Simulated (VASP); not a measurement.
# SiI₂F₂, dipole of a molecule: which settings are enough?

SiI₂F₂, molecule in box, 5 atoms in the cell. PBE; PAW potentials F, Si, I (PBE set). VASP 6.6.1.

Wanted: dipole moment within 0.02 D; HOMO under the vacuum level within 0.05 eV; forces within 0.02 eV/Å.

Starting geometry: molecule relaxed first with the same functional.

POSCAR of the starting run:
```
SiI2F2
1.0
   13.2500000000      0.0000000000      0.0000000000
    0.0000000000     13.2500000000      0.0000000000
    0.0000000000      0.0000000000     13.2500000000
F Si I
2 1 2
Direct
    0.6127119009      0.3775236932      0.4935565773
    0.4767498543      0.4463004315      0.6133562517
    0.5175119513      0.4518471976      0.4996319450
    0.3872880991      0.3912480304      0.3866437483
    0.5729249012      0.6224763068      0.4645396251
```

The series start from vacuum between images (Å): 10; correction: IDIPOL 4 with LDIPOL; Cutoff ENCUT (eV): 525; SCF threshold EDIFF (eV): 1e-6; PREC: Accurate; LREAL: .FALSE.; ALGO: Normal; program: vasp_gam; NCORE: 1. Each series keeps the choices made before it, and each single choice may use up half of a tolerance.

## Vacuum between images (Å)

| Vacuum between images (Å) | Dipole moment (D) | HOMO under the vacuum level (eV) | Forces, largest deviation (eV/Å) | SCF iterations | Time (s) |
|---|---|---|---|---|---|
| 4 | 2.108 | 6.918 | 0.144 | 17 | 4.6 |
| 6 | 1.406 | 6.992 | 0.018 | 21 | 10 |
| 8 | 1.359 | 7.003 | 0.006 | 24 | 22 |
| 10 | 1.352 | 7.006 | 0.002 | 24 | 35 |
| 12 | 1.351 | 7.008 | 0.001 | 24 | 64 |
| 15 (reference) | 1.349 | 7.008 | 0.000 | 24 | 99 |

Chosen: 8, the loosest value from which every tighter one stays within half of the tolerance.

## Correction

| Correction | Dipole moment (D) | HOMO under the vacuum level (eV) | Forces, largest deviation (eV/Å) | SCF iterations | Time (s) |
|---|---|---|---|---|---|
| IDIPOL 4 with LDIPOL | 1.359 | 7.003 | 0.000 | 24 | 22 |
| IDIPOL 4 alone | 1.412 | 6.995 | 0.017 | 24 | 21 |
| IDIPOL 4, no DIPOL | no result | no result | no result | 120 | 98 |

Chosen: IDIPOL 4 with LDIPOL; no other choice that stays within half of the tolerance saves 30 % of the time.

## Cutoff ENCUT (eV)

| Cutoff ENCUT (eV) | Dipole moment (D) | HOMO under the vacuum level (eV) | Forces, largest deviation (eV/Å) | SCF iterations | Time (s) |
|---|---|---|---|---|---|
| 320 | 1.405 | 7.013 | 0.161 | 22 | 11 |
| 400 | 1.370 | 7.005 | 0.019 | 24 | 16 |
| 460 | 1.361 | 7.003 | 0.012 | 23 | 16 |
| 525 | 1.359 | 7.003 | 0.017 | 24 | 22 |
| 600 | 1.360 | 7.003 | 0.010 | 24 | 25 |
| 725 (reference) | 1.361 | 7.004 | 0.000 | 24 | 36 |

Chosen: 725; the next looser run is off by more than half of the tolerance, so convergence isn't shown beyond this value.

## SCF threshold EDIFF (eV)

| SCF threshold EDIFF (eV) | Dipole moment (D) | HOMO under the vacuum level (eV) | Forces, largest deviation (eV/Å) | SCF iterations | Time (s) |
|---|---|---|---|---|---|
| 0.001 | 0.960 | 7.029 | 0.016 | 11 | 19 |
| 0.0001 | 1.362 | 7.004 | 0.000 | 18 | 28 |
| 1e-5 | 1.361 | 7.004 | 0.000 | 21 | 32 |
| 1e-6 | 1.361 | 7.004 | 0.000 | 24 | 36 |
| 1e-7 (reference) | 1.361 | 7.004 | 0.000 | 27 | 39 |

Chosen: 0.0001.

## PREC

| PREC | Dipole moment (D) | HOMO under the vacuum level (eV) | Forces, largest deviation (eV/Å) | SCF iterations | Time (s) |
|---|---|---|---|---|---|
| Accurate | 1.362 | 7.004 | 0.000 | 18 | 28 |
| Normal | 1.362 | 7.004 | 0.001 | 18 | 14 |

Chosen: Normal, the fastest of those that stay within half of the tolerance.

## LREAL

| LREAL | Dipole moment (D) | HOMO under the vacuum level (eV) | Forces, largest deviation (eV/Å) | SCF iterations | Time (s) |
|---|---|---|---|---|---|
| .FALSE. | 1.362 | 7.004 | 0.000 | 18 | 14 |
| Auto | 1.362 | 7.004 | 0.026 | 18 | 15 |

Chosen: .FALSE..

## ALGO

| ALGO | Dipole moment (D) | HOMO under the vacuum level (eV) | Forces, largest deviation (eV/Å) | SCF iterations | Time (s) |
|---|---|---|---|---|---|
| Normal | 1.362 | 7.004 | 0.000 | 18 | 14 |
| Fast | 1.363 | 7.003 | 0.001 | 18 | 14 |
| All | 1.360 | 7.003 | 0.003 | 15 | 15 |

Chosen: Normal.

## Program

| Program | Dipole moment (D) | HOMO under the vacuum level (eV) | Forces, largest deviation (eV/Å) | SCF iterations | Time (s) |
|---|---|---|---|---|---|
| vasp_gam | 1.362 | 7.004 | 0.000 | 18 | 14 |
| vasp_std | 1.363 | 7.003 | 0.000 | 18 | 16 |

Chosen: vasp_gam.

## NCORE

| NCORE | Dipole moment (D) | HOMO under the vacuum level (eV) | Forces, largest deviation (eV/Å) | SCF iterations | Time (s) |
|---|---|---|---|---|---|
| 1 | 1.362 | 7.004 | 0.000 | 18 | 14 |
| 2 | 1.363 | 7.003 | 0.000 | 18 | 13 |
| 4 | 1.363 | 7.003 | 0.000 | 18 | 14 |

Chosen: 1.

## All choices together

| Input | Dipole moment (D) | HOMO under the vacuum level (eV) | Forces, largest deviation (eV/Å) | Time (s) |
|---|---|---|---|---|
| program defaults, 6 A between images, energy correction only (naive) | 1.509 | 7.000 | 0.028 | 2.6 |
| chosen settings | 1.362 | 7.004 | 0.005 | 14 |
| reference settings throughout | 1.352 | 7.009 | 0.000 | 177 |

The chosen settings stay within the tolerance of the reference run, but the reference itself isn't shown to be converged in: Cutoff ENCUT (eV).

## The input

INCAR:
```
SYSTEM = SiI2F2
PREC = Normal ; ENCUT = 725
EDIFF = 1E-4 ; ISMEAR = 0
SIGMA = 0.01 ; LREAL = .FALSE.
LASPH = .TRUE. ; ALGO = Normal
NELM = 120 ; LWAVE = .FALSE.
LCHARG = .FALSE. ; GGA = PE
ISYM = 0 ; IDIPOL = 4
DIPOL = 0.5 0.5 0.5 ; LDIPOL = .TRUE.
LVHAR = .TRUE.
```

KPOINTS:
```
Automatic mesh
0
Gamma
  1 1 1
  0 0 0
```

POSCAR:
```
SiI2F2
1.0
   11.2500000000      0.0000000000      0.0000000000
    0.0000000000     11.2500000000      0.0000000000
    0.0000000000      0.0000000000     11.2500000000
F Si I
2 1 2
Direct
    0.6327495722      0.3557501275      0.4924110800
    0.4726164950      0.4367538416      0.6335084743
    0.5206251871      0.4432866994      0.4995665130
    0.3672504278      0.3719143469      0.3664915257
    0.5858893281      0.6442498725      0.4582355584
```

Commands:
```
cat potpaw_PBE.64/F/POTCAR potpaw_PBE.64/Si/POTCAR potpaw_PBE.64/I/POTCAR > POTCAR
mpirun -np 4 vasp_gam > vasp.out
```

The chosen input took VASP 6.6.1 14 s on 4 cores (AMD EPYC 9R45 (Zen 5)), a shared host.

## An input that fails: centre for the dipole at the corner of the box

It runs to its end, but against the unchanged starting input it is off by 243.080 D in the dipole moment, 1.080 eV in the HOMO under the vacuum level, 88.709 eV/Å in the forces.

Changes against the starting input:
```
- DIPOL = 0.5 0.5 0.5
+ DIPOL = 0.0 0.0 0.0
```
